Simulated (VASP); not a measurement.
Method: PBE GGA, VASP's PBE PAW potentials (set 64) (plane waves; VASP 6.6.1).

The input files of a VASP run:

File POSCAR:
```
Ni3Si
1
    3.5035675749    -0.0000000000    -0.0000000000
    0.0000000000     3.5035675749    -0.0000000000
    0.0000000000     0.0000000000     3.5035675749
Si Ni
1 3
Direct
  0.0000000000   0.0000000000   0.0000000000
  0.0000000000   0.5000000000   0.5000000000
  0.5000000000   0.0000000000   0.5000000000
  0.5000000000   0.5000000000   0.0000000000
```

KPOINTS:
```
Automatic
0
G
 8 8 8
0 0 0
```

INCAR:
```
SYSTEM = Ni3Si
PREC = Accurate
ENCUT = 400
EDIFF = 1E-6
NELM = 100
ALGO = Normal
LREAL = .FALSE.
LASPH = .TRUE.
ISMEAR = 1
SIGMA = 0.1
GGA = PE
LMAXMIX = 4
LWAVE = .FALSE.
LCHARG = .FALSE.
IBRION = 2
ISIF = 3
NSW = 60
EDIFFG = -0.02
```

POTCAR, in this order: Si Ni (PBE.64 set). Program: vasp_std.

The resulting files:

### OSZICAR
```
       N       E                     dE             d eps       ncg     rms          rms(c)
DAV:   1     0.180375736576E+03    0.18038E+03   -0.13275E+04  1470   0.178E+03
DAV:   2    -0.177621430240E+02   -0.19814E+03   -0.19106E+03  1470   0.347E+02
DAV:   3    -0.271796873659E+02   -0.94175E+01   -0.90565E+01  1578   0.100E+02
DAV:   4    -0.273944793840E+02   -0.21479E+00   -0.21341E+00  1729   0.131E+01
DAV:   5    -0.274031475077E+02   -0.86681E-02   -0.86588E-02  1733   0.254E+00    0.195E+01
DAV:   6    -0.272144434820E+02    0.18870E+00   -0.55679E+01  1707   0.122E+02    0.170E+01
DAV:   7    -0.237438077128E+02    0.34706E+01   -0.16338E+01  1628   0.672E+01    0.411E+00
DAV:   8    -0.237012450962E+02    0.42563E-01   -0.68630E-01  1516   0.636E+00    0.143E+00
DAV:   9    -0.236841715475E+02    0.17074E-01   -0.32944E-02  1997   0.258E+00    0.567E-01
DAV:  10    -0.236819174956E+02    0.22541E-02   -0.31072E-03  1891   0.441E-01    0.227E-01
DAV:  11    -0.236815730776E+02    0.34442E-03   -0.69954E-04  2267   0.308E-01    0.530E-02
DAV:  12    -0.236815629861E+02    0.10092E-04   -0.98556E-05  1598   0.115E-01    0.147E-02
DAV:  13    -0.236815624740E+02    0.51205E-06   -0.66841E-06  1563   0.180E-02
   1 F= -.23681562E+02 E0= -.23682019E+02  d E =-.236816E+02
```

### OUTCAR
```
------------------------ aborting loop because EDIFF is reached ----------------------------------------
  FORCE on cell =-STRESS in cart. coord.  units (eV):
  Direction    XX          YY          ZZ          XY          YZ          ZX
  --------------------------------------------------------------------------------------
  Total        0.0066929      0.0066929      0.0066929      0.0000000      0.0000000     -0.0000000
  in kB        0.2493396      0.2493396      0.2493396      0.0000000      0.0000000     -0.0000000
  external PRESSURE =       0.2493396 kB  Pullay stress =       0.0000000 kB
  volume of cell :       43.01
      direct lattice vectors                 reciprocal lattice vectors
     3.503567575  0.000000000  0.000000000     0.285423352  0.000000000  0.000000000
     0.000000000  3.503567575  0.000000000     0.000000000  0.285423352  0.000000000
     0.000000000  0.000000000  3.503567575     0.000000000  0.000000000  0.285423352
 POSITION                                       TOTAL-FORCE (eV/Angst)
 -----------------------------------------------------------------------------------
      0.00000      0.00000      0.00000         0.000000      0.000000      0.000000
      0.00000      1.75178      1.75178         0.000000      0.000000      0.000000
      1.75178      0.00000      1.75178         0.000000      0.000000      0.000000
      1.75178      1.75178      0.00000         0.000000      0.000000      0.000000
 -----------------------------------------------------------------------------------
    total drift:                                0.000000     -0.000000     -0.000000
  FREE ENERGIE OF THE ION-ELECTRON SYSTEM (eV)
  ---------------------------------------------------
  free  energy   TOTEN  =       -23.6815624740 eV

  energy  without entropy=      -23.6829306907  energy(sigma->0) =      -23.68201855

 reached required accuracy - stopping structural energy minimisation
```
(Selected blocks of OUTCAR.)

The compound is Ni3Si in the L1_2 structure. It was relaxed first. The start is the result of an earlier pass. The run is not spin-polarised, so no magnetic state was tried.
